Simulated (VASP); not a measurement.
All values below come from SCAN meta-GGA, VASP's PBE PAW potentials (set 64) (plane waves; VASP 6.6.1).

A VASP calculation is set up with these files.

### POSCAR
```
InP
4.2437610
  0.0000000000   0.7071067576   0.7071067576
  0.7071067576   0.0000000000   0.7071067576
  0.7071067576   0.7071067576   0.0000000000
In P
1 1
Cartesian
  0.0000000000   0.0000000000   0.0000000000
  0.3535533788   0.3535533788   0.3535533788
```

### INCAR
```
SYSTEM = InP
PREC = Accurate
ENCUT = 520
EDIFF = 1E-7
NELM = 100
ALGO = Normal
LREAL = .FALSE.
LASPH = .TRUE.
ISMEAR = 0
SIGMA = 0.05
METAGGA = SCAN
LMIXTAU = .TRUE.
LMAXMIX = 4
LWAVE = .FALSE.
LCHARG = .FALSE.
ISIF = 2
```

File KPOINTS:
```
Regular mesh
0
Gamma
8 8 8
0 0 0
```

POTCAR, in this order: In_d P (PBE.64 set). Program: vasp_std.

The resulting files:

**OUTCAR**
```
 ion  position               nearest neighbor table
   1  0.000  0.000  0.000-   2 2.60   2 2.60   2 2.60   2 2.60
   2  0.250  0.250  0.250-   1 2.60   1 2.60   1 2.60   1 2.60
  LATTYP: Found a face centered cubic cell.
 ALAT       =     6.0015841618
 Subroutine PRICEL returns:
 Original cell was already a primitive cell.
 Subroutine GETGRP returns: Found 24 space group operations
The static configuration has the point symmetry T_d .
The dynamic configuration has the point symmetry T_d .
 Subroutine INISYM returns: Found 24 space group operations
 Subroutine IBZKPT returns following result:
 Found     29 irreducible k-points:

 Following reciprocal coordinates:
            Coordinates               Weight
  0.000000  0.000000  0.000000      1.000000
  0.125000  0.000000  0.000000      8.000000
  0.250000  0.000000  0.000000      8.000000
  0.375000  0.000000  0.000000      8.000000
  0.500000  0.000000  0.000000      4.000000
  0.125000  0.125000  0.000000      6.000000
  0.250000  0.125000  0.000000     24.000000
  0.375000  0.125000  0.000000     24.000000
  0.500000  0.125000  0.000000     24.000000
 -0.375000  0.125000  0.000000     24.000000
 -0.250000  0.125000  0.000000     24.000000
 -0.125000  0.125000  0.000000     12.000000
  0.250000  0.250000  0.000000      6.000000
  0.375000  0.250000  0.000000     24.000000
  0.500000  0.250000  0.000000     24.000000
 -0.375000  0.250000  0.000000     24.000000
 -0.250000  0.250000  0.000000     12.000000
  0.375000  0.375000  0.000000      6.000000
  0.500000  0.375000  0.000000     24.000000
 -0.375000  0.375000  0.000000     12.000000
  0.500000  0.500000  0.000000      3.000000
  0.375000  0.250000  0.125000     24.000000
  0.500000  0.250000  0.125000     48.000000
 -0.375000  0.250000  0.125000     24.000000
...
```

OSZICAR:
```
       N       E                     dE             d eps       ncg     rms          rms(c)
DAV:   1     0.783152013952E+02    0.78315E+02   -0.87486E+03   764   0.154E+03
DAV:   2    -0.389044293186E+02   -0.11722E+03   -0.11393E+03   789   0.341E+02
DAV:   3    -0.475666046818E+02   -0.86622E+01   -0.86072E+01   999   0.969E+01
DAV:   4    -0.478132632992E+02   -0.24666E+00   -0.24649E+00   903   0.178E+01
DAV:   5    -0.478252359361E+02   -0.11973E-01   -0.11972E-01  1139   0.334E+00    0.491E+00
DAV:   6    -0.442986838240E+02    0.35266E+01   -0.21530E+00   899   0.379E+01    0.316E+00
DAV:   7    -0.443136102153E+02   -0.14926E-01   -0.58570E-01   774   0.121E+01    0.232E+00
DAV:   8    -0.442424179676E+02    0.71192E-01   -0.34179E-01   754   0.753E+00    0.193E+00
DAV:   9    -0.443380968214E+02   -0.95679E-01   -0.62627E-02   754   0.383E+00    0.148E+00
DAV:  10    -0.443293400491E+02    0.87568E-02   -0.58868E-02   784   0.339E+00    0.560E-01
DAV:  11    -0.442977231087E+02    0.31617E-01   -0.33202E-02   754   0.278E+00    0.753E-01
DAV:  12    -0.442981585919E+02   -0.43548E-03   -0.10144E-03   977   0.370E-01    0.699E-01
DAV:  13    -0.443193207972E+02   -0.21162E-01   -0.23309E-02   754   0.240E+00    0.111E-01
DAV:  14    -0.443360198402E+02   -0.16699E-01   -0.27657E-02   754   0.225E+00    0.224E-01
DAV:  15    -0.443352883409E+02    0.73150E-03   -0.33626E-03   784   0.636E-01    0.183E-01
DAV:  16    -0.443363580343E+02   -0.10697E-02   -0.15860E-03   839   0.551E-01    0.163E-01
DAV:  17    -0.443362927585E+02    0.65276E-04   -0.71325E-05  1037   0.116E-01    0.184E-01
DAV:  18    -0.443362737684E+02    0.18990E-04   -0.52074E-05   792   0.776E-02    0.189E-01
DAV:  19    -0.443362560861E+02    0.17682E-04   -0.11645E-04   794   0.134E-01    0.160E-01
DAV:  20    -0.443362418071E+02    0.14279E-04   -0.41639E-04   822   0.231E-01    0.951E-02
DAV:  21    -0.443361925528E+02    0.49254E-04   -0.43179E-05   909   0.616E-02    0.694E-02
DAV:  22    -0.443361709290E+02    0.21624E-04   -0.32190E-05   876   0.873E-02    0.481E-02
DAV:  23    -0.443361526752E+02    0.18254E-04   -0.16270E-05   779   0.557E-02    0.170E-02
DAV:  24    -0.443361230284E+02    0.29647E-04   -0.39206E-06   764   0.312E-02    0.898E-03
DAV:  25    -0.443361225127E+02    0.51566E-06   -0.63166E-07   824   0.112E-02    0.719E-03
DAV:  26    -0.443361041909E+02    0.18322E-04   -0.40344E-06   764   0.326E-02    0.868E-03
DAV:  27    -0.443361121653E+02   -0.79744E-05   -0.17091E-06   764   0.187E-02    0.623E-03
DAV:  28    -0.443361162149E+02   -0.40496E-05   -0.62527E-08   592   0.362E-03    0.286E-03
DAV:  29    -0.443361186489E+02   -0.24340E-05   -0.82430E-08   542   0.467E-03    0.103E-03
DAV:  30    -0.443361199488E+02   -0.12999E-05   -0.18703E-08   397   0.237E-03    0.485E-04
DAV:  31    -0.443361195349E+02    0.41394E-06   -0.12148E-08   392   0.176E-03    0.214E-04
DAV:  32    -0.443361194268E+02    0.10808E-06   -0.38787E-09   392   0.110E-03    0.163E-04
DAV:  33    -0.443361195224E+02   -0.95614E-07   -0.11981E-09   387   0.565E-04
   1 F= -.44336120E+02 E0= -.44336120E+02  d E =-.122854E-12
```

**OUTCAR**
```
------------------------ aborting loop because EDIFF is reached ----------------------------------------
  FORCE on cell =-STRESS in cart. coord.  units (eV):
  Direction    XX          YY          ZZ          XY          YZ          ZX
  --------------------------------------------------------------------------------------
  Total       -1.2025981     -1.2025981     -1.2025981      0.0000000      0.0000000     -0.0000000
  in kB      -35.6527799    -35.6527799    -35.6527799      0.0000000      0.0000000     -0.0000000
  external PRESSURE =     -35.6527799 kB  Pullay stress =       0.0000000 kB
  volume of cell :       54.04
      direct lattice vectors                 reciprocal lattice vectors
     0.000000000  3.000792081  3.000792081    -0.166622674  0.166622674  0.166622674
     3.000792081  0.000000000  3.000792081     0.166622674 -0.166622674  0.166622674
     3.000792081  3.000792081  0.000000000     0.166622674  0.166622674 -0.166622674
  FREE ENERGIE OF THE ION-ELECTRON SYSTEM (eV)
  ---------------------------------------------------
  free  energy   TOTEN  =       -44.3361195224 eV

  energy  without entropy=      -44.3361195224  energy(sigma->0) =      -44.33611952
```
(Selected blocks of OUTCAR.)

The compound is InP in the zinc blende structure. This cell is one point of a volume scan, at 1.06 of the reference volume.
